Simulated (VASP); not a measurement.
A convergence study with VASP on BP (zinc blende): a few settings are varied, all else stays as given below, so the limit is that of these other settings.

```
BP
1.0
    0.00000     2.27000     2.27000
    2.27000     0.00000     2.27000
    2.27000     2.27000     0.00000
B P
1 1
Cartesian
  0.00000   0.00000   0.00000
  1.13500   1.13500   1.13500
```

These are PBE GGA, VASP's PBE PAW potentials (set 64) (plane waves; VASP) values and carry that method's errors. The last row used: 700 eV cut-off, 17×17×17 Γ-centred mesh, second-order Methfessel-Paxton smearing of 0.40 eV, potentials B P.

Gaps are read on the run's mesh, which can miss a band edge.

```
setting                                   E (eV/atom)  pressure (GPa)  gap on the mesh (eV)  irreducible k-points
----------------------------------------  -----------  --------------  --------------------  --------------------
ISMEAR = -1, SIGMA = 0.01, 5×5×5 mesh         -6.4403            1.08                 1.234                    10
ISMEAR = -1, SIGMA = 0.2, 5×5×5 mesh                …               …                     …                    10
ISMEAR = 0, SIGMA = 0.01, 5×5×5 mesh          -6.4403            1.08                 1.234                    10
ISMEAR = 0, SIGMA = 0.2, 5×5×5 mesh           -6.4403            1.08                 1.234                    10
ISMEAR = 1, SIGMA = 0.01, 5×5×5 mesh          -6.4403            1.08                 1.234                    10
ISMEAR = 1, SIGMA = 0.2, 5×5×5 mesh           -6.4402            1.08                 1.234                    10
ISMEAR = 2, SIGMA = 0.01, 5×5×5 mesh          -6.4403            1.08                 1.234                    10
ISMEAR = 2, SIGMA = 0.2, 5×5×5 mesh           -6.4402            1.08                 1.234                    10
ISMEAR = -1, SIGMA = 0.05, 11×11×11 mesh      -6.4666            0.70                 1.273                    56
ISMEAR = -1, SIGMA = 0.2, 11×11×11 mesh             …            0.70                 1.273                    56
ISMEAR = 0, SIGMA = 0.05, 11×11×11 mesh       -6.4666            0.70                 1.273                    56
ISMEAR = 0, SIGMA = 0.2, 11×11×11 mesh        -6.4666            0.70                 1.273                    56
ISMEAR = 1, SIGMA = 0.05, 11×11×11 mesh       -6.4666            0.70                 1.273                    56
ISMEAR = 1, SIGMA = 0.2, 11×11×11 mesh        -6.4666            0.70                 1.273                    56
ISMEAR = 2, SIGMA = 0.05, 11×11×11 mesh       -6.4666            0.70                 1.273                    56
ISMEAR = 2, SIGMA = 0.2, 11×11×11 mesh        -6.4666            0.70                 1.273                    56
ISMEAR = -1, SIGMA = 0.05, 17×17×17 mesh      -6.4667            0.70                 1.238                   165
ISMEAR = -1, SIGMA = 0.4, 17×17×17 mesh       -6.4597            0.66                 1.242                   165
ISMEAR = 0, SIGMA = 0.05, 17×17×17 mesh       -6.4667            0.70                 1.238                   165
ISMEAR = 0, SIGMA = 0.4, 17×17×17 mesh        -6.4666            0.70                 1.238                   165
ISMEAR = 1, SIGMA = 0.05, 17×17×17 mesh       -6.4667            0.70                 1.238                   165
ISMEAR = 1, SIGMA = 0.4, 17×17×17 mesh        -6.4666            0.70                 1.238                   165
ISMEAR = 2, SIGMA = 0.05, 17×17×17 mesh       -6.4667            0.70                 1.238                   165
ISMEAR = 2, SIGMA = 0.4, 17×17×17 mesh        -6.4666            0.70                 1.238                   165
```

Question: Complete the blanks.

Answer: 
- ISMEAR = -1, SIGMA = 0.2, 11×11×11 mesh, E (eV/atom): -6.4662
- ISMEAR = -1, SIGMA = 0.2, 5×5×5 mesh, E (eV/atom): -6.4395
- ISMEAR = -1, SIGMA = 0.2, 5×5×5 mesh, pressure (GPa): 1.05
- ISMEAR = -1, SIGMA = 0.2, 5×5×5 mesh, gap on the mesh (eV): 1.235

Left out are rungs that failed or repeat a setting and relaxations that didn't move; long series are thinned to 24 rows.

The compound is BP in the zinc blende structure. The cell was not relaxed at this level.
